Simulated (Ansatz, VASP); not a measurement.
**TaGe2P4 (TaGe2P4 monolayer): VASP beside Ansatz**

Wanted: the spread between two codes on one cell, functional and k mesh. The cell is taken from a series of runs on this material, whose earlier steps may have relaxed, scaled, displaced or heated it; both programs get it as it stands.

Calculated with Ansatz 0.2.0; plane waves, with VASP 6.6.1 beside it; single point at PBE with D3(BJ).

## 1. Set-up

The cell holds 7 atoms: 4 P, 2 Ge and 1 Ta. Its edges and angles: a = 3.571 Å, b = 3.571 Å, c = 27.673 Å, α = 90.0°, β = 90.0°, γ = 120.0°. Vacuum lies along c.

As a file:

```xyz
7
Lattice="3.5710 0.0000 0.0000 -1.7855 3.0926 0.0000 0.0000 0.0000 27.6735" Properties=species:S:1:pos:R:3
P     0.0000    0.0000    9.0000
P     0.0000    2.0617   12.4047
P     0.0000    2.0617   15.2688
P     0.0000    0.0000   18.6735
Ge    0.0000    2.0617   10.0766
Ge    0.0000    2.0617   17.5969
Ta    0.0000    0.0000   13.8367
```

## 2. VASP: single point, PBE with D3(BJ)

A single point gives forces, pressure and levels at one fixed geometry, so differences don't come from the geometry; what else differs is listed under the comparison.

Lines of VASP's logs that name or quote its potential files are left out, and so is its time.

File INCAR:

```
SYSTEM = TaGe2P4
PREC = Accurate
ENCUT = 410
EDIFF = 1E-06
NELM = 120
ISMEAR = -1
SIGMA = 0.02585
LREAL = .FALSE.
ALGO = Normal
GGA = PE
IVDW = 12
NBANDS = 36
LASPH = .TRUE.
LORBIT = 11
LWAVE = .FALSE.
LCHARG = .FALSE.
ISIF = 2
LDIPOL = .TRUE.
IDIPOL = 3
DIPOL = 0.5 0.5 0.5
LVHAR = .TRUE.
GGA_COMPAT = .FALSE.
NELMDL = -8
KPAR = 2
```

File POSCAR:

```
TaGe2P4
1.0
    3.5710185076      0.0000000000      0.0000000000
   -1.7855092538      3.0925927449      0.0000000000
    0.0000000000      0.0000000000     27.6734687200
P Ge Ta
4 2 1
Direct
    0.0000000000      0.0000000000      0.3252212468
    0.3333333333      0.6666666667      0.4482529741
    0.3333333333      0.6666666667      0.5517470259
    0.0000000000      0.0000000000      0.6747787532
    0.3333333333      0.6666666667      0.3641232437
    0.3333333333      0.6666666667      0.6358767563
    0.0000000000      0.0000000000      0.5000000000
```

File KPOINTS:

```
Automatic mesh
0
Gamma
18 18 1
0 0 0
```

Potentials, in the order of the species: P, Ge_d and Ta_pv (PBE family, release 64).

Run with:

```
$ mpirun -np 2 vasp_std
```

Numbers of over 12 decimals in the logs are rounded to 6 here.

Output:

```text
[banner, memory and clock lines left out]
running    2 mpi-ranks, on    1 nodes
 distrk:  each k-point on    1 cores,    2 groups
 distr:  one band on    1 cores,    1 groups

 POSCAR found type information on POSCAR P GeTa
 POSCAR found :  3 types and       7 ions
 LDA part: xc-table for (Slater+PW92), standard interpolation
 POSCAR, INCAR and KPOINTS ok, starting setup
 FFT: planning ... GRIDC
 FFT: planning ... GRID_SOFT
 FFT: planning ... GRID
 WAVECAR not read
 entering main loop
       N       E                     dE             d eps       ncg     rms          rms(c)
DAV:   1     0.505162343028E+03    0.50516E+03   -0.25499E+04  3360   0.186E+03
DAV:   2     0.213826729555E+02   -0.48378E+03   -0.47310E+03  3092   0.492E+02
DAV:   3    -0.426440222564E+02   -0.64027E+02   -0.63384E+02  3708   0.150E+02
DAV:   4    -0.454056639679E+02   -0.27616E+01   -0.27483E+01  3368   0.368E+01
DAV:   5    -0.455218370124E+02   -0.11617E+00   -0.11608E+00  4184   0.677E+00
DAV:   6    -0.455239674294E+02   -0.21304E-02   -0.21300E-02  4056   0.787E-01
DAV:   7    -0.455240473380E+02   -0.79909E-04   -0.79904E-04  4240   0.137E-01
DAV:   8    -0.455240506485E+02   -0.33105E-05   -0.33106E-05  3976   0.259E-02    0.183E+01
DAV:   9    -0.439106596854E+02    0.16134E+01   -0.55115E+00  3108   0.107E+01    0.840E+00
DAV:  10    -0.437408104072E+02    0.16985E+00   -0.10088E+00  3420   0.509E+00    0.291E+00
DAV:  11    -0.437370263569E+02    0.37841E-02   -0.37318E-01  3436   0.314E+00    0.126E+00
DAV:  12    -0.437339827054E+02    0.30437E-02   -0.33607E-02  3240   0.888E-01    0.808E-01
DAV:  13    -0.437314439129E+02    0.25388E-02   -0.21397E-02  3380   0.589E-01    0.344E-01
DAV:  14    -0.437312927705E+02    0.15114E-03   -0.28718E-03  3316   0.362E-01    0.103E-01
[...]
DAV:  19    -0.437314151175E+02   -0.92941E-04   -0.88257E-06  2620   0.880E-03    0.475E-03
DAV:  20    -0.437314952091E+02   -0.80092E-04   -0.62304E-06  2452   0.683E-03    0.207E-03
DAV:  21    -0.437315484796E+02   -0.53271E-04   -0.41741E-06  2320   0.484E-03    0.261E-03
DAV:  22    -0.437315621059E+02   -0.13626E-04   -0.64695E-07  2232   0.295E-03    0.610E-04
DAV:  23    -0.437315696242E+02   -0.75183E-05   -0.22275E-07  1988   0.164E-03    0.106E-03
DAV:  24    -0.437315715328E+02   -0.19086E-05   -0.11619E-07  2020   0.116E-03    0.439E-04
DAV:  25    -0.437315737556E+02   -0.22227E-05   -0.76234E-08  1856   0.837E-04    0.546E-04
DAV:  26    -0.437315742917E+02   -0.53609E-06   -0.95402E-09  1700   0.556E-04
   1 F= -.46057887E+02 E0= -.46055426E+02  d E =-.492331E-02
```

OUTCAR, selected parts (step 2):

```text
ion  position               nearest neighbor table
   1  0.000  0.000  0.325-   5 2.33   5 2.33   5 2.33
   2  0.333  0.667  0.448-   5 2.33   7 2.51   7 2.51   7 2.51   3 2.86
   3  0.333  0.667  0.552-   6 2.33   7 2.51   7 2.51   7 2.51   2 2.86
   4  0.000  0.000  0.675-   6 2.33   6 2.33   6 2.33
   5  0.333  0.667  0.364-   1 2.33   1 2.33   1 2.33   2 2.33
   6  0.333  0.667  0.636-   4 2.33   4 2.33   4 2.33   3 2.33
   7  0.000  0.000  0.500-   2 2.51   3 2.51   2 2.51   3 2.51   2 2.51   3 2.51

  LATTYP: Found a hexagonal cell.
 ALAT       =     3.5710185076
 C/A-ratio  =     7.7494610182

 Subroutine GETGRP returns: Found 12 space group operations
 (whereof 12 operations were pure point group operations)

The static configuration has the point symmetry D_3h.

 Found     37 irreducible k-points:

   k-points           NKPTS =     37   k-points in BZ     NKDIM =     37   number of bands    NBANDS=     36

   dimension x,y,z NGX =    24 NGY =   24 NGZ =  192
   dimension x,y,z NGXF=    48 NGYF=   48 NGZF=  384

   ENCUT  =  410.0 eV  30.13 Ry    5.49 a.u.   5.90  5.90 45.69*2*pi/ulx,y,z

   NELECT =      59.0000    total number of electrons

 k-points in reciprocal lattice and weights: Automatic mesh
   0.00000000  0.00000000  0.00000000       0.003
   0.05555556 -0.00000000  0.00000000       0.019
   0.11111111 -0.00000000  0.00000000       0.019
   0.16666667  0.00000000  0.00000000       0.019
   0.22222222  0.00000000  0.00000000       0.019
   0.27777778  0.00000000  0.00000000       0.019
   0.33333333 -0.00000000  0.00000000       0.019
   0.38888889  0.00000000  0.00000000       0.019
   0.44444444  0.00000000  0.00000000       0.019
[...]
0.33333333  0.27777778  0.00000000       0.037
   0.33333333  0.33333333  0.00000000       0.006

 dipolmoment           0.000000      0.000000      0.000000 electrons x Angstroem

 average (electrostatic) potential at core
       1 -88.8473       2 -88.4892       3 -88.4892       4 -88.8473       5 -79.7401
       6 -79.7401       7 -43.1223

 E-fermi :  -0.5420

 k-point     1 :       0.0000    0.0000    0.0000
  band No.  band energies     occupation
    ...
     25      -1.3542      2.00000
     26      -1.1243      2.00000
     27      -1.1243      2.00000
     28      -0.9176      2.00000
     29      -0.9176      2.00000
     30      -0.0842      0.00000
     31       1.9643      0.00000
     32       2.1170      0.00000
     33       2.5565      0.00000
     34       2.5565      0.00000
    ...

 k-point     2 :       0.0556   -0.0000    0.0000
  band No.  band energies     occupation
    ...
     25      -1.5069      2.00000
     26      -1.4246      2.00000
     27      -1.2109      2.00000
     28      -1.0282      2.00000
     29      -0.9905      2.00000
     30      -0.0513      0.00000
     31       2.2229      0.00000
     32       2.3150      0.00000
     33       2.5259      0.00000
     34       2.6558      0.00000
    ...

 k-point     3 :       0.1111   -0.0000    0.0000
  band No.  band energies     occupation
    ...
     25      -1.7326      2.00000
     26      -1.6309      2.00000
     27      -1.4324      2.00000
     28      -1.1808      2.00000
     29      -1.1202      2.00000
     30      -0.0689      0.00000
     31       2.1493      0.00000
     32       2.1628      0.00000
     33       2.8637      0.00000
     34       2.8844      0.00000
    ...

 Edisp (eV)   -2.32631

  Total      -0.16624    -0.16624    -0.26630     0.00000     0.00000     0.00000
  in kB      -0.87150    -0.87150    -1.39606     0.00000     0.00000     0.00000
  external pressure =       -1.05 kB  Pullay stress =        0.00 kB

  energy-cutoff  :      410.00
  volume of cell :      305.62
      direct lattice vectors                 reciprocal lattice vectors
     3.571018508  0.000000000  0.000000000     0.280032153  0.161676639  0.000000000
    -1.785509254  3.092592745  0.000000000     0.000000000  0.323353277  0.000000000
     0.000000000  0.000000000 27.673468720     0.000000000  0.000000000  0.036135694

 POSITION                                       TOTAL-FORCE (eV/Angst)
 -----------------------------------------------------------------------------------
      0.00000      0.00000      9.00000         0.000000      0.000000      0.027244
     -0.00000      2.06173     12.40471         0.000000      0.000000     -0.013993
     -0.00000      2.06173     15.26875         0.000000     -0.000000      0.013993
      0.00000      0.00000     18.67347         0.000000      0.000000     -0.027244
     -0.00000      2.06173     10.07655        -0.000000     -0.000000     -0.015619
     -0.00000      2.06173     17.59692        -0.000000     -0.000000      0.015619
      0.00000      0.00000     13.83673         0.000000     -0.000000      0.000000
 -----------------------------------------------------------------------------------
    total drift:                               -0.000002      0.000001     -0.000000

  FREE ENERGIE OF THE ION-ELECTRON SYSTEM (eV)
  ---------------------------------------------------
  free  energy   TOTEN  =       -46.0578871731 eV

  energy  without entropy=      -46.0529638582  energy(sigma->0) =      -46.05542552

 vacuum level on the upper side and lower side of the slab         4.838         4.838

 total charge
# of ion       s       p       d       tot
------------------------------------------
    1        1.083   1.417   0.000   2.500
    2        1.028   1.517   0.000   2.545
    3        1.028   1.517   0.000   2.545
    4        1.083   1.417   0.000   2.500
    5        1.110   1.257  10.087  12.453
    6        1.110   1.257  10.087  12.453
    7        0.302   6.193   2.355   8.850
--------------------------------------------------
tot          6.744  14.574  22.529  43.847

[... 3 further parts left out ...]
```

## 3. Ansatz: single point, PBE with D3(BJ)

Ansatz runs on its default PAW (the set named soft_2) files.

The same cell, functional, mesh and smearing now go to Ansatz, which takes its cutoff from its data sets.

File input.yaml:

```yaml
crystal:
  lattice:
    - [3.5710185076, 0.0, 0.0]
    - [-1.7855092538, 3.0925927449, 0.0]
    - [0.0, 0.0, 27.67346872]
  atoms:
    - { symbol: P, position: [0.0, 0.0, 0.3252212468] }
    - { symbol: Ge, position: [0.3333333333, 0.6666666667, 0.3641232437] }
    - { symbol: P, position: [0.3333333333, 0.6666666667, 0.4482529741] }
    - { symbol: Ta, position: [0.0, 0.0, 0.5] }
    - { symbol: P, position: [0.3333333333, 0.6666666667, 0.5517470259] }
    - { symbol: Ge, position: [0.3333333333, 0.6666666667, 0.6358767563] }
    - { symbol: P, position: [0.0, 0.0, 0.6747787532] }
kpoints:
  mp_grid: { grid: [18, 18, 1] }
  band_path:
    path: [[0, 0, 0], [0.5, 0, 0], [0.33333333, 0.33333333, 0], [0, 0, 0]]
    npoints: 16
hamiltonian:
  xc: pbe
  dispersion: d3bj
scf:
  occupations: { method: fermi_dirac, width: 0.02585 }
  convergence: { dr2_threshold: 1.0e-10 }
efield:
  axis: 3
  dipole_correction: true
  ramp_position: 0.97
  ramp_width: 0.06
  amplitude: 0
output:
  dos: { projected: true, e_range: [-6, 5] }
  write_potential: true
  write_density: true
  volumetric_format: npy
  elf: true
```

Run with:

```
$ ansatz run input.yaml --threads 4 --pin off --max-ram 6144MiB --backend cpu --events-out ev --progress --plain --runs-dir out
```

Output:

```text
Engine: ansatz 0.2.0, x86_64-unknown-linux-gnu
Pseudopotentials: kind: paw
Pseudopotential: P, paw, valence charge 5, recommended cutoff 420 eV (normal), P.paw.azcp
Pseudopotential: Ge, paw, valence charge 14, recommended cutoff 420 eV (normal), Ge.paw.azcp
Pseudopotential: Ta, paw, valence charge 13, recommended cutoff 420 eV (normal), Ta.paw.azcp
Functional definition: PBE
  parameter kappa = 0.804
  parameter beta = 0.066725
  exchange = pbe_x(kappa = kappa, mu = beta*pi^2/3)
  correlation = pbe_c(beta = beta)
Crystal: 7 atoms, lattice volume = 305.618 Å³
Basis set: ecut = 420 eV, 5883 PW (Γ)
Bands: 38, of which v1, the nominal top of the filled ones, is band 31 counted from 1 (30 counted from 0)
Symmetry: 6 space group operations
k-points: 37 of 324 (time reversal used)
Non-local potential: P, projectors of the file, l = 0: 2, l = 1: 2, l = 2: 2
Non-local potential: Ge, projectors of the file, l = 0: 2, l = 1: 2, l = 2: 3, l = 3: 1
Non-local potential: Ta, projectors of the file, l = 0: 3, l = 1: 2, l = 2: 2, l = 3: 1
PAW form: soft (Blöchl's): semilocal exchange-correlation on the pseudo side does not see the compensation charge
PAW one-centre angular grid: P, 110 points (default); XC on 64 Gauss nodes
PAW one-centre angular grid: Ge, 590 points (default); XC on 64 Gauss nodes
PAW one-centre angular grid: Ta, 590 points (default); XC on 64 Gauss nodes
Initial density: superposition of atomic densities (neutral atoms: chi_scale 0, normalization atom), corrected by the library's trained network
Initial wavefunctions: pseudopotential atomic-orbital guess
Functional: x = pbe(κ = 0.804, μ = 0.219515), c = pbe(β = 0.066725)
SCF iter   1: F=—  HF=-21548.663944 eV  |F-HF|=—  |Δ(HF+E_count)|=         —  Δρ=3.03e-3  dr2=4.28e-2  ethr=1.77e-3  p=0.000 e·Å  D=1.09e-13 V/Å  ΔV_dip=-0.00 eV  dr2_dipole=5.91e-7  V_vac-E_F(+/−)=5.24/5.24 eV  ⟨swp⟩=10.7  Hψ=7590  notcnv=0  defer=1
efield: sawtooth ramp at fractional position 0.9700 (set: `efield.ramp_position`, or a place that a band, a saddle search or an elastic batch's reference lends), width 0.0600; the density the first Hamiltonian is built on has a dipole p = 0.000 e·Å; the dipole correction subtracts the counter field D = 1.09e-13 V/Å, which shifts the + side's vacuum level by -0.00 eV against the − side's; the planar-averaged density in the ramp window peaks in size at 1.2e-5 e/Å³
preconditioner: auto → LDOS  [metal: Δε(μ)=0.039 eV  Ē_g=8.060 eV  σ=0.026 eV  W_gap=0.33  n_scr=48 (ndim 8)  ℏωp=12.2 eV  f_vac=0.528  D(μ)=2.26/eV (n_scr^D=10)  β→1.0]
SCF iter   2: F=—  HF=-21548.678135 eV  |F-HF|=—  |Δ(HF+E_count)|=   1.42e-2  Δρ=1.87e-3  dr2=7.23e-2  ethr=7.01e-5  p=-0.000 e·Å  D=-2.60e-5 V/Å  ΔV_dip=0.00 eV  dr2_dipole=1.11e-6  V_vac-E_F(+/−)=5.62/5.62 eV  ⟨swp⟩=4.9  Hψ=3775  notcnv=0  defer=58
SCF iter   3: F=—  HF=-21548.667291 eV  |F-HF|=—  |Δ(HF+E_count)|=   1.08e-2  Δρ=6.49e-4  dr2=7.94e-3  ethr=7.01e-5  p=0.000 e·Å  D=1.73e-5 V/Å  ΔV_dip=-0.00 eV  dr2_dipole=3.70e-8  V_vac-E_F(+/−)=5.33/5.33 eV  ⟨swp⟩=3.6  Hψ=2222  notcnv=0  defer=58
SCF iter   4: F=—  HF=-21548.666279 eV  |F-HF|=—  |Δ(HF+E_count)|=   1.01e-3  Δρ=2.11e-4  dr2=1.84e-4  ethr=1.30e-5  p=-0.000 e·Å  D=-9.28e-6 V/Å  ΔV_dip=0.00 eV  dr2_dipole=7.48e-9  V_vac-E_F(+/−)=5.39/5.39 eV  ⟨swp⟩=2.0  Hψ=1883  notcnv=0  defer=58
SCF iter   5: F=—  HF=-21548.666254 eV  |F-HF|=—  |Δ(HF+E_count)|=   2.46e-5  Δρ=7.22e-5  dr2=4.36e-5  ethr=3.01e-7  p=0.000 e·Å  D=9.60e-6 V/Å  ΔV_dip=-0.00 eV  dr2_dipole=9.99e-9  V_vac-E_F(+/−)=5.39/5.39 eV  ⟨swp⟩=2.1  Hψ=2330  notcnv=0  defer=58
SCF iter   6: F=—  HF=-21548.666256 eV  |F-HF|=—  |Δ(HF+E_count)|=   1.32e-6  Δρ=2.61e-5  dr2=4.22e-6  ethr=7.14e-8  p=-0.000 e·Å  D=-7.43e-6 V/Å  ΔV_dip=0.00 eV  dr2_dipole=3.94e-9  V_vac-E_F(+/−)=5.39/5.39 eV  ⟨swp⟩=2.0  Hψ=2324  notcnv=0  defer=58
SCF iter   7: F=—  HF=-21548.666354 eV  |F-HF|=—  |Δ(HF+E_count)|=   9.83e-5  Δρ=8.09e-6  dr2=2.31e-7  ethr=6.92e-9  p=0.000 e·Å  D=5.95e-6 V/Å  ΔV_dip=-0.00 eV  dr2_dipole=3.36e-9  V_vac-E_F(+/−)=5.39/5.39 eV  ⟨swp⟩=2.0  Hψ=2389  notcnv=0  defer=58
SCF iter   8: F=—  HF=-21548.666354 eV  |F-HF|=—  |Δ(HF+E_count)|=   2.00e-7  Δρ=2.19e-6  dr2=1.88e-8  ethr=3.79e-10  p=-0.000 e·Å  D=-4.28e-6 V/Å  ΔV_dip=0.00 eV  dr2_dipole=1.49e-9  V_vac-E_F(+/−)=5.39/5.39 eV  ⟨swp⟩=2.0  Hψ=2327  notcnv=0  defer=58
SCF iter   9: F=—  HF=-21548.666354 eV  |F-HF|=—  |Δ(HF+E_count)|=   4.16e-8  Δρ=9.00e-7  dr2=4.56e-9  ethr=3.08e-11  p=0.000 e·Å  D=3.76e-6 V/Å  ΔV_dip=-0.00 eV  dr2_dipole=1.14e-9  V_vac-E_F(+/−)=5.39/5.39 eV  ⟨swp⟩=2.6  Hψ=2019  notcnv=0  defer=58
SCF iter  10: F=—  HF=-21548.666354 eV  |F-HF|=—  |Δ(HF+E_count)|=   8.24e-9  Δρ=3.58e-7  dr2=4.79e-10  ethr=7.48e-12  p=-0.000 e·Å  D=-1.09e-6 V/Å  ΔV_dip=0.00 eV  dr2_dipole=1.04e-10  V_vac-E_F(+/−)=5.39/5.39 eV  ⟨swp⟩=2.1  Hψ=1818  notcnv=0  defer=58
SCF iter  11: F=-21548.666354 eV  HF=-21548.666354 eV  |F-HF|=8.37e-11  |Δ(HF+E_count)|=   1.30e-9  Δρ=1.36e-7  dr2=3.12e-11  ethr=1.00e-12  p=-0.000 e·Å  D=-2.42e-8 V/Å  ΔV_dip=0.00 eV  dr2_dipole=7.13e-14  V_vac-E_F(+/−)=5.39/5.39 eV  ⟨swp⟩=11.0  Hψ=4607  notcnv=0
SCF 1 converged in 11 iterations: F = -21548.666354 eV  dr2 = 3.12e-11
  greatest PAW one-centre occupation: 0.999 electrons in one spin orbital (limit 2), on the Ta atom at site 3 (counted from 0), in its partial waves of l = 0
NSCF: frozen V_eff on 49 k-points
efield: sawtooth ramp at fractional position 0.9700 (kept from the solve that this one continues, or follows in the run), width 0.0600; the density the first Hamiltonian is built on has a dipole p = -0.000 e·Å; the dipole correction subtracts the counter field D = -2.42e-8 V/Å, which shifts the + side's vacuum level by +0.00 eV against the − side's; the planar-averaged density in the ramp window peaks in size at 1.5e-5 e/Å³
WARN: The output density's exchange-correlation potential varies sharply where the density is thin. Do not read a vacuum level from v_tot or v_xc, or from such a field of the output density. On a cell that repeats whose density bears no net charge and no dipole along the vacuum's axis use v_es (v_loc + v_h of the components); under efield.dipole_correction with no amplitude use v_es + v_field, which holds any externa [...]
SCF converged after 11 iterations
Free energy (F): -21548.666354 eV
Harris-Foulkes:  -21548.666354 eV  (|F-HF|=8.37e-11)
Internal energy: -21548.661429 eV  (E = F + TS)
E sigma→0 (E₀):  -21548.663892 eV
Entropy (-TS):   -0.004925 eV (-0.704 meV/atom)
Fermi energy:    1.019182 eV
Dipole field:    D = 0.000000 V/Å  (p = 0.000000 e·Å, saw-weighted, corrected)
Work function:   Φ+ = 5.3923 eV   Φ− = 5.3923 eV
Levels:          The Fermi level and band energies are counted from a zero that moves with the ramp; work functions are not
--- Per-component energies (eV) ---
  E_band       = -937.034477
  E_kinetic    = 870.389014
  E_local      = -54717.657931  (includes V_loc(G=0)·N_el)
  E_nonlocal   = 989.668601
  E_hartree    = 26634.426509
  E_xc         = -615.575202
  E_vxc        = -576.291972  (∫ρ·V_xc dr)
  E_paw        = -14715.657169  (= ΣΔE_a)
  E_vpaw       = -771.995966  (= ΣTr[D̂ρ^β])
  E_aug_tail   = 0.000797  (compensation charges beyond the density's cutoff)
  E_efield     = 0.000000  (sawtooth field / dipole correction)
  E_vefield    = 0.000000  (∫n·V_field dr)
  E_ewald      = 20008.070551
  E_disp       = -2.326599  (pairwise vdW)
  E_smearing   = -0.004925  (= −TS)
  E_closure    = -0.000000  (closes the sum)
  Σ components = -21548.666354   (vs F -21548.666354, Δ=0.00e0)
--- Band table (eV; the first three rows and the last of 37) ---
  k-point 0: bands = [... 27 lower, 0.4295, 0.6378, 0.6378, 1.4746, 3.4996, 3.6556, 4.1135, 4.1135, ... 3 higher]
  k-point 1: bands = [... 27 lower, 0.3430, 0.5304, 0.5651, 1.5091, 3.7621, 3.8562, 4.0802, 4.2129, ... 3 higher]
  k-point 2: bands = [... 27 lower, 0.1216, 0.3752, 0.4417, 1.4929, 3.7006, 3.7134, 4.4218, 4.4343, ... 3 higher]
  k-point 36: bands = [... 27 lower, -1.3986, -0.5132, 0.2248, 1.8585, 2.6113, 2.6689, 3.3687, 3.9458, ... 3 higher]
```

The column dr2 measures how far the density is from self-consistency, as an energy; F and HF (Harris–Foulkes) agree once it is small.

## 4. Side by side

Known differences besides the potentials themselves: the data sets hold 61 valence electrons in Ansatz (on its default PAW (the set named soft_2) files) and 59 in VASP; the cutoff is 420 eV in Ansatz and 410 eV in VASP. Total energies have different zeros and are not compared.

The two programs side by side:

```tsv
quantity	Ansatz	VASP	difference
work function, lower of the two faces (eV)	5.39	5.38	+0.01
work function, higher of the two faces (eV)	5.39	5.38	+0.01
```

With vacuum in the cell, a pressure given here is an average over mostly empty space and none of the material.

## 5. Summary of results

```json
{"difference in work function, higher of the two faces (single point, PBE with D3(BJ))": "0.012 eV"}
```

In words: The difference in work function, higher of the two faces is 0.012 eV (single point, PBE with D3(BJ)). The data sets hold unlike numbers of valence electrons (61 in Ansatz and 59 in VASP), so part of the differences comes from the potentials. Such differences can come from data sets, numerical settings and the points named under the comparisons, not from the functional's error against experiment.

[Lines on the potential files, build, host, timing and source positions are cut from VASP's logs without a mark.]

[Logs are printed without paths, hosts, clocks, repeated set-up lines and the standing remarks that a program may print on its own settings, such as how far it seeks lower states.]

[Hosts, paths, dates, database ids (printed as entryN), source tags and the programs' standing remarks are cut or masked in the printed files.]
